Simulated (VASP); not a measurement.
# Be3Se2S (Imm2) in VASP: notebook

Runs on Be3Se2S. Level: PBE. Tasks: equation of state.

Program: VASP 6.6.1. These are calculated values, not measurements. Logs are shortened: lines on timing, memory, paths and dates and some standing lists are left out, and cuts for length are marked.

### 1 The crystal as given

Symmetry: Imm2, No. 44, orthorhombic system. The conventional cell has a = 3.593 Å, b = 10.776 Å, c = 5.077 Å, α = 90.00°, β = 90.00°, γ = 90.00°. Around Be (site symmetry m) lie 1 S at 2.11 Å and 3 Se at 2.23 to 2.24 Å. Be (site symmetry mm2) is surrounded by 2 S at 2.15 Å and 2 Se at 2.24 Å. Se (site symmetry m) has 4 Be at 2.23 to 2.24 Å as nearest neighbours. S (site symmetry mm2) has 4 Be at 2.11 to 2.15 Å as nearest neighbours.

The cell was built by a generator and needn't be a form met in nature.

### 2 Equation of state, PBE, 16.38 Å³/atom

INCAR

```
PREC     = Accurate       # precision mode
ENCUT    = 520            # plane-wave cutoff, eV
EDIFF    = 1E-6           # SCF threshold, eV
ISMEAR   = 0              # smearing method
SIGMA    = 0.03           # smearing width, eV
LREAL    = F              # projectors in reciprocal space
LASPH    = T              # aspherical terms in the spheres
NELM     = 100            # most SCF steps
ALGO     = Normal         # electronic algorithm
ISIF     = 4              # what is computed and relaxed
LWAVE    = F              # write WAVECAR
LCHARG   = F              # write CHGCAR
GGA      = PE             # functional
IBRION   = 2              # ionic algorithm
NSW      = 30             # ionic steps
EDIFFG   = -0.02          # ionic threshold
KPAR     = 4
```

KPOINTS

```
Automatic mesh
0
Gamma
  8 8 8
```

POSCAR

```
Be3Se2S
1.0
   -1.7963300000      5.3878500000      2.5385700000
    1.7963300000     -5.3878500000      2.5385700000
    1.7963300000      5.3878500000     -2.5385700000
Be Se S
3 2 1
Direct
    0.4008870000      0.2410370000      0.1598490000
    0.0811880000      0.2410370000      0.8401510000
    0.7675170000      0.2675170000      0.5000000000
    0.3347920000      0.0002520000      0.3345400000
    0.6657120000      0.0002520000      0.6654600000
    0.9999070000      0.9999070000      0.0000000000
```

Potentials or basis: VASP PAW PBE potentials, release 64 (Be, Se, S).

Run with:

```
$ cat potpaw_PBE.64/Be/POTCAR potpaw_PBE.64/Se/POTCAR potpaw_PBE.64/S/POTCAR > POTCAR
$ mpirun -np 4 vasp_std > vasp.out
```

OUTCAR:

```text
PREC = Accurate
   ENCUT = 520
   EDIFF = 1E-6
   ISMEAR = 0
   LREAL = F
   LASPH = T
   NELM = 100
   ISIF = 4
   GGA = PE
   IBRION = 2
   NSW = 30
   EDIFFG = -0.02

 ion  position               nearest neighbor table
   1  0.401  0.241  0.160-   6 2.11   5 2.23   5 2.23   4 2.24
   2  0.081  0.241  0.840-   6 2.11   4 2.23   4 2.23   5 2.24
   3  0.768  0.268  0.500-   6 2.15   6 2.15   5 2.24   4 2.24
   4  0.335  0.000  0.335-   2 2.23   2 2.23   3 2.24   1 2.24
   5  0.666  0.000  0.665-   1 2.23   1 2.23   3 2.24   2 2.24
   6  1.000  1.000  0.000-   2 2.11   1 2.11   3 2.15   3 2.15

  LATTYP: Found a body centered orthorhombic cell.
 ALAT       =     3.5926600000
 B/A-ratio  =     1.4131980204
 C/A-ratio  =     2.9993653727

  Lattice vectors:

 A1 = (   1.7963300000,  -5.3878500000,  -2.5385700000)
 A2 = (  -1.7963300000,  -5.3878500000,   2.5385700000)
 A3 = (  -1.7963300000,   5.3878500000,  -2.5385700000)

Analysis of symmetry for initial positions (statically):
=====================================================================
 Subroutine PRICEL returns:
 Original cell was already a primitive cell.

 Routine SETGRP: Setting up the symmetry group for a
 body centered orthorhombic supercell.

 Subroutine GETGRP returns: Found  4 space group operations
 (whereof  4 operations were pure point group operations)
 out of a pool of  8 trial point group operations.

The static configuration has the point symmetry C_2v.

Analysis of symmetry for dynamics (positions and initial velocities):
=====================================================================
 Subroutine PRICEL returns:
 Original cell was already a primitive cell.

 Routine SETGRP: Setting up the symmetry group for a
 body centered orthorhombic supercell.

 Subroutine GETGRP returns: Found  4 space group operations
 (whereof  4 operations were pure point group operations)
 out of a pool of  8 trial point group operations.

The dynamic configuration has the point symmetry C_2v.

 Subroutine INISYM returns: Found  4 space group operations
 (whereof  4 operations are pure point group operations),
 and found     1 'primitive' translations

----------------------------------------------------------------------------------------

                                     Primitive cell

  volume of cell :      98.2767

  direct lattice vectors                    reciprocal lattice vectors
    -1.796330000  5.387850000  2.538570000     0.000000000  0.092801396  0.196961281
     1.796330000 -5.387850000  2.538570000     0.278345293  0.000000000  0.196961281
     1.796330000  5.387850000 -2.538570000     0.278345293  0.092801396  0.000000000

  length of vectors
     6.220937770  6.220937770  6.220937770     0.217728835  0.340983648  0.293407909

  position of ions in fractional coordinates (direct lattice)
     0.400887000  0.241037000  0.159849000
     0.081188000  0.241037000  0.840151000
     0.767517000  0.267517000  0.500000000
     0.334792000  0.000252000  0.334540000
     0.665712000  0.000252000  0.665460000
     0.999907000  0.999907000  0.000000000

  ion indices of the primitive-cell ions
   primitive index   ion index
                 1           1
                 2           2
                 3           3
                 4           4
                 5           5
                 6           6

----------------------------------------------------------------------------------------

 KPOINTS: Automatic mesh

Automatic generation of k-mesh.
 Grid dimensions read from file:
 generate k-points for:    8    8    8

 Generating k-lattice:

  Cartesian coordinates                     Fractional coordinates (reciprocal lattice)
     0.000000000  0.011600174  0.024620160     0.125000000 -0.000000000  0.000000000
     0.034793162  0.000000000  0.024620160    -0.000000000  0.125000000  0.000000000
     0.034793162  0.011600174  0.000000000     0.000000000  0.000000000  0.125000000

  Length of vectors
     0.027216104  0.042622956  0.036675989

  Shift w.r.t. Gamma in fractional coordinates (k-lattice)
     0.000000000  0.000000000  0.000000000

 Subroutine IBZKPT returns following result:
 ===========================================

 Found     95 irreducible k-points:

 Following reciprocal coordinates:
            Coordinates               Weight
  0.000000  0.000000  0.000000      1.000000
  0.125000  0.000000  0.000000      4.000000
  0.250000  0.000000  0.000000      4.000000
  0.375000  0.000000  0.000000      4.000000
  0.500000  0.000000  0.000000      2.000000
  0.000000  0.125000  0.000000      4.000000
[... 16 lines left out ...]
  0.125000  0.375000  0.000000      8.000000
  0.250000  0.375000  0.000000      8.000000
 [... further k-points ...]
   k-points           NKPTS =     95   k-points in BZ     NKDIM =     95   number of bands    NBANDS=     16
   number of dos      NEDOS =    301   number of ions     NIONS =      6
   total plane-waves  NPLWV = 110592
[... 80 lines left out ...]
      6      -0.6559      2.00000
[... 8 lines left out ...]
     15       8.1619      0.00000
     16       8.6519      0.00000

 k-point     2 :       0.1250    0.0000    0.0000
  band No.  band energies     occupation
      1     -10.1550      2.00000
      2      -8.6238      2.00000
      3      -8.4201      2.00000
      4      -1.4942      2.00000
      5      -1.3584      2.00000
      6      -0.1742      2.00000
[... 8 lines left out ...]
     15       8.3441      0.00000
     16       8.7441      0.00000

 k-point     3 :       0.2500    0.0000    0.0000
  band No.  band energies     occupation
      1      -9.9673      2.00000
      2      -8.7530      2.00000
      3      -8.5774      2.00000
      4      -1.8750      2.00000
      5      -1.4015      2.00000
      6       0.5132      2.00000
[... 8 lines left out ...]
     15       8.5688      0.00000
     16       9.0492      0.00000

 k-point     4 :       0.3750    0.0000    0.0000
  band No.  band energies     occupation
      1      -9.6757      2.00000
      2      -8.9595      2.00000
      3      -8.7699      2.00000
      4      -2.1204      2.00000
      5      -1.0287      2.00000
      6       0.6939      2.00000
[... 8 lines left out ...]
     15       8.4622      0.00000
     16       9.4874      0.00000

 k-point     5 :       0.5000    0.0000    0.0000
  band No.  band energies     occupation
      1      -9.3570      2.00000
      2      -9.2702      2.00000
      3      -8.8242      2.00000
      4      -2.2041      2.00000
      5      -0.4193      2.00000
      6      -0.1533      2.00000
[... 8 lines left out ...]
     15       8.2404      0.00000
     16       9.5724      0.00000

 k-point     6 :       0.0000    0.1250    0.0000
  band No.  band energies     occupation
      1     -10.0634      2.00000
      2      -8.5622      2.00000
      3      -8.3785      2.00000
      4      -1.3694      2.00000
      5      -1.3025      2.00000
      6      -0.1587      2.00000
[... 8 lines left out ...]
     15       8.9835      0.00000
     16       9.0130      0.00000
[... 267 lines left out ...]
 k-point    21 :      -0.1250    0.2500    0.0000
  band No.  band energies     occupation
      1      -9.7608      2.00000
      2      -8.4953      2.00000
      3      -8.2962      2.00000
      4      -1.2047      2.00000
      5      -0.9959      2.00000
      6      -0.5189      2.00000
[... 8 lines left out ...]
     15       9.0359      0.00000
     16       9.2508      0.00000

 k-point    22 :      -0.0000    0.3750    0.0000
  band No.  band energies     occupation
      1      -9.1218      2.00000
      2      -8.5549      2.00000
      3      -8.3717      2.00000
      4      -1.5825      2.00000
      5      -1.2506      2.00000
      6      -1.0515      2.00000
[... 8 lines left out ...]
     15       8.0960      0.00000
     16       9.6252      0.00000

 k-point    23 :       0.1250    0.3750    0.0000
  band No.  band energies     occupation
      1      -8.9652      2.00000
      2      -8.6486      2.00000
      3      -8.4484      2.00000
      4      -1.8686      2.00000
      5      -1.3343      2.00000
      6      -1.0811      2.00000
[... 8 lines left out ...]
     15       8.9483      0.00000
     16       9.4843      0.00000

 k-point    24 :       0.2500    0.3750    0.0000
  band No.  band energies     occupation
      1      -8.8994      2.00000
      2      -8.7193      2.00000
      3      -8.4750      2.00000
      4      -1.9208      2.00000
      5      -1.2615      2.00000
      6      -1.0933      2.00000
[... 8 lines left out ...]
     15       8.9825      0.00000
     16       9.3347      0.00000

 [... further k-points ...]

------------------------ aborting loop because EDIFF is reached ----------------------------------------

  FORCE on cell =-STRESS in cart. coord.  units (eV):
  Direction    XX          YY          ZZ          XY          YZ          ZX
  --------------------------------------------------------------------------------------
  -------------------------------------------------------------------------------------
  Total       -0.0033428      0.0050307     -0.0015791      0.0000000      0.0000000      0.0000000
  in kB       -0.0544959      0.0820147     -0.0257434      0.0000000      0.0000000      0.0000000
  external PRESSURE =       0.0005918 kB  Pullay stress =       0.0000000 kB

 VOLUME and BASIS-vectors are now :
 -----------------------------------------------------------------------------
  energy-cutoff  :      520.00
  volume of cell :       98.28
      direct lattice vectors                 reciprocal lattice vectors
    -1.796330000  5.387850000  2.538570000     0.000000000  0.092801396  0.196961281
     1.796330000 -5.387850000  2.538570000     0.278345293  0.000000000  0.196961281
     1.796330000  5.387850000 -2.538570000     0.278345293  0.092801396  0.000000000

 POSITION                                       TOTAL-FORCE (eV/Angst)
 -----------------------------------------------------------------------------------
     -0.00000      1.72249      1.22378         0.000000     -0.001538      0.002262
      1.79633      3.66537     -1.31479         0.000000      0.001538      0.002262
     -0.00000      5.38785      1.35822        -0.000000     -0.000000     -0.000608
      0.00000      3.60490      0.00128         0.000000      0.001843     -0.000655
      0.00000      7.17080      0.00128        -0.000000     -0.001843     -0.000655
      0.00000      0.00000      5.07667        -0.000000      0.000000     -0.002607
 -----------------------------------------------------------------------------------
    total drift:                               -0.000004      0.000079     -0.000020

  FREE ENERGIE OF THE ION-ELECTRON SYSTEM (eV)
  ---------------------------------------------------
  free  energy   TOTEN  =       -27.6728448539 eV

  energy  without entropy=      -27.6728448539  energy(sigma->0) =      -27.67284485

 reached required accuracy - stopping structural energy minimisation
```

Run time: 47 s. Hardware: 4 MPI ranks of Intel Xeon 6975P-C (Granite Rapids), shared host; peak memory 0.42 GiB.

What came out:

* Free energy: -27.6728 eV
* Pressure: 0.0 GPa
* Band gap on the k mesh: 2.68 eV, indirect (least direct gap 2.85 eV)

### 3 Equation of state, PBE, 15.89 Å³/atom (volume scaled by 0.97)

INCAR is that of step 2.

KPOINTS is that of step 2.

POSCAR: that of step 2 with these lines changed.

```diff
@@ -2,5 +2,5 @@
 1.0
-   -1.7963300000      5.3878500000      2.5385700000
-    1.7963300000     -5.3878500000      2.5385700000
-    1.7963300000      5.3878500000     -2.5385700000
+   -1.7781840119      5.3334235516      2.5129261255
+    1.7781840119     -5.3334235516      2.5129261255
+    1.7781840119      5.3334235516     -2.5129261255
 Be Se S
```

Potentials or basis: VASP PAW PBE potentials, release 64 (Be, Se, S).

Run with:

```
$ cat potpaw_PBE.64/Be/POTCAR potpaw_PBE.64/Se/POTCAR potpaw_PBE.64/S/POTCAR > POTCAR
$ mpirun -np 4 vasp_std > vasp.out
```

It took 61 s on 4 MPI ranks of Intel Xeon 6975P-C (Granite Rapids), shared host; peak memory 0.44 GiB.

The run converged. Its results:

| Item | Value |
| --- | --- |
| Free energy | -27.6492 eV |
| Pressure | 2.6 GPa |
| Largest force | 0.006 eV/Å |
| Band gap on the k mesh | 2.61 eV, indirect (least direct gap 2.79 eV) |

### 4 Equation of state, PBE, 16.87 Å³/atom (volume scaled by 1.03)

INCAR is that of step 3.

KPOINTS is that of step 3.

POSCAR: that of step 3 with these lines changed.

```diff
@@ -2,5 +2,5 @@
 1.0
-   -1.7781840119      5.3334235516      2.5129261255
-    1.7781840119     -5.3334235516      2.5129261255
-    1.7781840119      5.3334235516     -2.5129261255
+   -1.8141166023      5.4411985190      2.5637059912
+    1.8141166023     -5.4411985190      2.5637059912
+    1.8141166023      5.4411985190     -2.5637059912
 Be Se S
```

Run with:

```
$ cat potpaw_PBE.64/Be/POTCAR potpaw_PBE.64/Se/POTCAR potpaw_PBE.64/S/POTCAR > POTCAR
$ mpirun -np 4 vasp_std > vasp.out
```

Run time: 47 s. Hardware: 4 MPI ranks of Intel Xeon 6975P-C (Granite Rapids), shared host; peak memory 0.42 GiB.

The run converged. Its results:

| Item | Value |
| --- | --- |
| Free energy | -27.6519 eV |
| Pressure | -2.3 GPa |
| Largest force | 0.017 eV/Å |
| Band gap on the k mesh | 2.74 eV, indirect (least direct gap 2.90 eV) |

### 5 Equation of state, PBE, 15.40 Å³/atom (volume scaled by 0.94)

INCAR is that of step 4.

KPOINTS is that of step 4.

POSCAR: that of step 4 with these lines changed.

```diff
@@ -2,5 +2,5 @@
 1.0
-   -1.8141166023      5.4411985190      2.5637059912
-    1.8141166023     -5.4411985190      2.5637059912
-    1.8141166023      5.4411985190     -2.5637059912
+   -1.7596599147      5.2778630158      2.4867479080
+    1.7596599147     -5.2778630158      2.4867479080
+    1.7596599147      5.2778630158     -2.4867479080
 Be Se S
```

Run with:

```
$ cat potpaw_PBE.64/Be/POTCAR potpaw_PBE.64/Se/POTCAR potpaw_PBE.64/S/POTCAR > POTCAR
$ mpirun -np 4 vasp_std > vasp.out
```

Run time: 67 s. Hardware: 4 MPI ranks of Intel Xeon 6975P-C (Granite Rapids), shared host; peak memory 0.43 GiB.

It converged, with:

| Property | Result |
| --- | --- |
| Free energy | -27.5741 eV |
| Pressure | 5.6 GPa |
| Largest force | 0.009 eV/Å |
| Band gap on the k mesh | 2.53 eV, indirect (least direct gap 2.72 eV) |

### 6 Equation of state, PBE, 17.36 Å³/atom (volume scaled by 1.06)

INCAR is that of step 5.

KPOINTS is that of step 5.

POSCAR: that of step 5 with these lines changed.

```diff
@@ -2,5 +2,5 @@
 1.0
-   -1.7596599147      5.2778630158      2.4867479080
-    1.7596599147     -5.2778630158      2.4867479080
-    1.7596599147      5.2778630158     -2.4867479080
+   -1.8315611013      5.4935209453      2.5883585226
+    1.8315611013     -5.4935209453      2.5883585226
+    1.8315611013      5.4935209453     -2.5883585226
 Be Se S
```

Potentials or basis: VASP PAW PBE potentials, release 64 (Be, Se, S).

Run with:

```
$ cat potpaw_PBE.64/Be/POTCAR potpaw_PBE.64/Se/POTCAR potpaw_PBE.64/S/POTCAR > POTCAR
$ mpirun -np 4 vasp_std > vasp.out
```

It took 55 s on 4 MPI ranks of Intel Xeon 6975P-C (Granite Rapids), shared host; peak memory 0.46 GiB.

Results (log left out):

```yaml
Free_energy: -27.5925 eV
Pressure: -4.2 GPa
Largest_force: 0.015 eV/Å
Band_gap_on_the_k_mesh: 2.80 eV, indirect (least direct gap 2.95 eV)
```

### 7 Equation of state, PBE, 14.91 Å³/atom (volume scaled by 0.91)

INCAR is that of step 6.

KPOINTS is that of step 6.

POSCAR: that of step 6 with these lines changed.

```diff
@@ -2,5 +2,5 @@
 1.0
-   -1.8315611013      5.4935209453      2.5883585226
-    1.8315611013     -5.4935209453      2.5883585226
-    1.8315611013      5.4935209453     -2.5883585226
+   -1.7407373738      5.2211074019      2.4600066107
+    1.7407373738     -5.2211074019      2.4600066107
+    1.7407373738      5.2211074019     -2.4600066107
 Be Se S
```

Run with:

```
$ cat potpaw_PBE.64/Be/POTCAR potpaw_PBE.64/Se/POTCAR potpaw_PBE.64/S/POTCAR > POTCAR
$ mpirun -np 4 vasp_std > vasp.out
```

Wall time 62 s (4 MPI ranks of Intel Xeon 6975P-C (Granite Rapids), shared host); peak memory 0.44 GiB.

Results (log left out):

```
Free energy            : -27.4393 eV
Pressure               : 9.1 GPa
Largest force          : 0.013 eV/Å
Band gap on the k mesh : 2.45 eV, indirect (least direct gap 2.65 eV)
```

### 8 Equation of state, PBE, 17.85 Å³/atom (volume scaled by 1.09)

INCAR is that of step 7.

KPOINTS is that of step 7.

POSCAR: that of step 7 with these lines changed.

```diff
@@ -2,5 +2,5 @@
 1.0
-   -1.7407373738      5.2211074019      2.4600066107
-    1.7407373738     -5.2211074019      2.4600066107
-    1.7407373738      5.2211074019     -2.4600066107
+   -1.8486794870      5.5448652385      2.6125501914
+    1.8486794870     -5.5448652385      2.6125501914
+    1.8486794870      5.5448652385     -2.6125501914
 Be Se S
```

Run with:

```
$ cat potpaw_PBE.64/Be/POTCAR potpaw_PBE.64/Se/POTCAR potpaw_PBE.64/S/POTCAR > POTCAR
$ mpirun -np 4 vasp_std > vasp.out
```

Run time: 81 s. Hardware: 4 MPI ranks of Intel Xeon 6975P-C (Granite Rapids), shared host; peak memory 0.46 GiB.

The run converged. Its results:

| Property | Result |
| --- | --- |
| Free energy | -27.4999 eV |
| Pressure | -5.9 GPa |
| Largest force | 0.008 eV/Å |
| Band gap on the k mesh | 2.85 eV, indirect (least direct gap 3.00 eV) |
